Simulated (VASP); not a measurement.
Given:

```
PbO
1.0
    3.98000     0.00000     0.00000
    0.00000     3.98000     0.00000
    0.00000     0.00000     5.02000
Pb O
2 2
Direct
  0.50000   0.00000   0.76500
  0.00000   0.50000   0.23500
  0.50000   0.50000   0.00000
  0.00000   0.00000   0.00000
```

Calculation: PBE GGA, VASP's PBE PAW potentials (set 64) (plane waves; VASP). Numerical set-up: 520 eV cut-off, 5×5×4 Γ-centred mesh, Gaussian smearing of 0.050 eV, potentials Pb_d O.

Question: Predict the energy per atom (σ→0), pressure, largest force.

Answer: 
- energy per atom (σ→0): -5.354 eV/atom
- pressure: 47.3 kbar
- largest force: 0.476 eV/Å

The absolute energy has meaning only against runs of the same code, potentials and settings.

The compound is PbO in the litharge structure. The cell was not relaxed at this level.
